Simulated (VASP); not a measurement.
Here is the system:

```yaml
crystal:
  lattice:
    - [0.00000, 3.35858, 3.35858]
    - [3.35858, 0.00000, 3.35858]
    - [3.35858, 3.35858, 0.00000]
  atoms:
    - { symbol: Sr, position: [0.00000, 0.00000, 0.00000] }
    - { symbol: Te, position: [0.50000, 0.50000, 0.50000] }
```

The numbers are results of TPSS meta-GGA, VASP's PBE PAW potentials (set 64) (plane waves; VASP 6.6.1), not measurements. Numerical set-up: 520 eV cut-off, 8×8×8 Γ-centred mesh, tetrahedra with Blöchl corrections, potentials Sr_sv Te.

Unless said otherwise, spin-orbit coupling is left out, though it shifts the bands of the heavy elements here.

Question: What does the run give for the energy per atom (σ→0), band gap (over mesh and band path) with the smallest direct gap where there is one?

Answer: 
```yaml
band gap (over mesh and band path): 1.82 eV
smallest direct gap (over mesh and band path): 2.56 eV
energy per atom (σ→0): -12.542 eV/atom
```

Total energies compare only between runs with the same potentials, cut-off and functional.

The compound is SrTe in the rock salt structure. It was relaxed first.
